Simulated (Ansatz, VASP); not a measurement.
## AlIn2 in VASP and in Ansatz

```
CELL_PARAMETERS angstrom
0.00000 3.40245 3.40245
3.40245 0.00000 3.40245
3.40245 3.40245 0.00000
ATOMIC_POSITIONS crystal
Al 0.00000 0.00000 0.00000
In 0.25000 0.25000 0.25000
In 0.75000 0.75000 0.75000
```

Change from the starting cell: species swapped into the NbH2 type (Fm-3m, No. 225).

Alike in both runs: functional PBE; k mesh 12 × 12 × 12; occupations gaussian, width 0.1 eV; no spin polarisation.

Ansatz relaxed the structure, and its values are those at the end. VASP's run is a single point on that final structure, the one shown.

|  | VASP | Ansatz |
| --- | --- | --- |
| version | VASP 6.6.1 | Ansatz 0.2.0 |
| potentials or method | VASP PAW PBE potentials, release 64 (Al, In_d) | scalar-relativistic, plane waves, PAW |
| plane-wave cutoff (eV) | 520 | 420 |
| valence electrons in the cell | 29 | 29 |

```tsv
	VASP	Ansatz	Ansatz less VASP
gap on the k mesh at the Fermi level (eV)	none	none	-
pressure (GPa)	0.0	0.0	+0.01
```

A gap of «none» marks a metal or a gap that the smearing closes.
